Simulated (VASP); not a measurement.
Data:

```
AlNi
1.0
    2.89269     0.00000     0.00000
    0.00000     2.89269     0.00000
    0.00000     0.00000     2.89269
Al Ni
1 1
Direct
  0.50000   0.50000   0.50000
  0.00000   0.00000   0.00000
```

All values below come from PBE GGA, VASP's PBE PAW potentials (set 64) (plane waves; VASP). Run with 500 eV cut-off, 13×13×13 Γ-centred mesh, first-order Methfessel-Paxton smearing of 0.10 eV, potentials Al Ni.

Task: Predict the energy per atom (σ→0), band gap (on the k-mesh) with the smallest direct gap where there is one.

Result: 
```json
{
 "band gap (on the k-mesh)": "none (metal, semimetal or under 0.01 eV)",
 "energy per atom (σ→0)": "-5.271 eV/atom"
}
```

Total energies compare only between runs with the same potentials, cut-off and functional.

The compound is NiAl in the CsCl type structure. It was relaxed first. The run is not spin-polarised, so no magnetic state was tried. The electron count is odd and the run is not spin-polarised, which forces a metal.
